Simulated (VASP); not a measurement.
Input:

```xyz
2
Lattice="2.8563 0.0000 0.0000 0.0000 2.8563 0.0000 0.0000 0.0000 2.8563" Properties=species:S:1:pos:R:3 pbc="T T T"
Ga     1.4281     1.4281     1.4281
Co     0.0000     0.0000     0.0000
```

Calculation: optB86b-vdW, VASP's PBE PAW potentials (set 64) (plane waves; VASP). Run with 520 eV cut-off, Gaussian smearing of 0.050 eV, potentials Ga_d Co.

Task: What does the run give for the band gap (along the path) with the smallest direct gap where there is one?

Result: 
```yaml
band gap (along the path): none (metal, semimetal or under 0.01 eV)
```

Total energies compare only between runs with the same potentials, cut-off and functional.

The compound is CoGa in the CsCl type structure. It was relaxed first. The run is not spin-polarised, so no magnetic state was tried.
